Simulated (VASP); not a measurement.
Method: PBE GGA, VASP's PBE PAW potentials (set 64) (plane waves; VASP).

VASP input:

KPOINTS:
```
Automatic mesh
0
Gamma
10 10 5
0 0 0
```

INCAR:
```
SYSTEM = Mg
PREC = Accurate
ENCUT = 400
EDIFF = 1E-6
NELM = 100
ALGO = Normal
LREAL = .FALSE.
LASPH = .TRUE.
ISMEAR = 1
SIGMA = 0.1
GGA = PE
LWAVE = .FALSE.
LCHARG = .FALSE.
ISIF = 2
```

POSCAR:
```
Mg
1
    1.6371000000    -2.8355410000     0.0000000000
    1.6371000000     2.8355410000     0.0000000000
    0.0000000000     0.0000000000     5.3142000000
Mg
2
Direct
  0.3333330000   0.6666670000   0.2500000000
  0.6666670000   0.3333330000   0.7500000000
```

POTCAR, in this order: Mg (PBE.64 set). Program: vasp_std.

The run wrote:

OSZICAR:
```
       N       E                     dE             d eps       ncg     rms          rms(c)
DAV:   1     0.101014140650E+00    0.10101E+00   -0.10871E+03   504   0.384E+02
DAV:   2    -0.296385960021E+01   -0.30649E+01   -0.30013E+01   714   0.270E+01
DAV:   3    -0.298699088424E+01   -0.23131E-01   -0.22883E-01   732   0.313E+00
DAV:   4    -0.298704718488E+01   -0.56301E-04   -0.56300E-04   702   0.139E-01
DAV:   5    -0.298704739388E+01   -0.20900E-06   -0.20920E-06   744   0.752E-03    0.961E-01
DAV:   6    -0.298134714512E+01    0.57002E-02   -0.81975E-04   660   0.308E-01    0.617E-01
DAV:   7    -0.297379865712E+01    0.75485E-02   -0.32727E-03   588   0.541E-01    0.359E-02
DAV:   8    -0.297381304790E+01   -0.14391E-04   -0.16621E-05   798   0.342E-02    0.818E-03
DAV:   9    -0.297381076240E+01    0.22855E-05   -0.14861E-06   624   0.852E-03    0.638E-04
DAV:  10    -0.297381044572E+01    0.31668E-06   -0.57575E-09   420   0.708E-04
   1 F= -.29738104E+01 E0= -.29728991E+01  d E =-.273391E-02
```

File OUTCAR:
```
------------------------ aborting loop because EDIFF is reached ----------------------------------------
  FORCE on cell =-STRESS in cart. coord.  units (eV):
  Direction    XX          YY          ZZ          XY          YZ          ZX
  --------------------------------------------------------------------------------------
  Total       -0.8290497     -0.8290501     -0.4415224      0.0000000      0.0000000      0.0000000
  in kB      -26.9222977    -26.9223095    -14.3378581      0.0000000      0.0000000      0.0000000
  external PRESSURE =     -22.7274884 kB  Pullay stress =       0.0000000 kB
  volume of cell :       49.34
      direct lattice vectors                 reciprocal lattice vectors
     1.637100000 -2.835541000  0.000000000     0.305418117 -0.176333194  0.000000000
     1.637100000  2.835541000  0.000000000     0.305418117  0.176333194  0.000000000
     0.000000000  0.000000000  5.314200000     0.000000000  0.000000000  0.188175078
 POSITION                                       TOTAL-FORCE (eV/Angst)
 -----------------------------------------------------------------------------------
      1.63710      0.94518      1.32855        -0.000000     -0.000000      0.000000
      1.63710     -0.94518      3.98565         0.000000      0.000000      0.000000
 -----------------------------------------------------------------------------------
    total drift:                                0.000001     -0.000005      0.000001
  FREE ENERGIE OF THE ION-ELECTRON SYSTEM (eV)
  ---------------------------------------------------
  free  energy   TOTEN  =        -2.9738104457 eV

  energy  without entropy=       -2.9710765334  energy(sigma->0) =       -2.97289914
```
(Selected blocks of OUTCAR.)

### OUTCAR
```
 val. band max:        2.2722377151   @ k =   0.2000   0.1000   0.0000

 cond. band min:       2.3018487831   @ k =   0.3000   0.3000   0.0000


 Fermi energy:         2.2819264321

 k-point     1 :       0.0000    0.0000    0.0000
  band No.  band energies     occupation
      1      -4.3582      2.00000
      2       0.7063      2.00000
      3       1.0246      2.00000
      4      12.7644      0.00000
      5      12.7658      0.00000
      6      12.7937      0.00000

 k-point     2 :       0.1000    0.0000    0.0000
  band No.  band energies     occupation
      1      -4.1707      2.00000
      2       0.8789      2.00000
      3       1.2081      2.00000
      4      10.0591      0.00000
      5      11.3383      0.00000
      6      12.1636      0.00000

 k-point     3 :       0.2000    0.0000    0.0000
  band No.  band energies     occupation
      1      -3.6104      2.00000
      2       1.3970      2.00000
      3       1.7494      2.00000
      4       7.2032      0.00000
      5      10.2181      0.00000
      6      10.7792      0.00000

 k-point     4 :       0.3000    0.0000    0.0000
  band No.  band energies     occupation
      1      -2.6832      2.00000
      2       2.2610      1.34623
      3       2.5858     -0.00015
      4       4.6706      0.00000
      5       9.1786      0.00000
      6       9.2223      0.00000

 k-point     5 :       0.4000    0.0000    0.0000
  band No.  band energies     occupation
      1      -1.3995      2.00000
      2       2.1180      2.04256
      3       3.4689     -0.00000
      4       4.0792     -0.00000
      5       6.9728      0.00000
      6       7.3363      0.00000

 k-point     6 :       0.5000    0.0000    0.0000
  band No.  band energies     occupation
      1       0.1972      2.00000
      2       0.2505      2.00000
      3       4.8296      0.00000
      4       5.2633      0.00000
      5       5.3514      0.00000
      6       5.7622      0.00000
...
```

The compound is Mg in the hcp structure. The cell was not relaxed at this level.
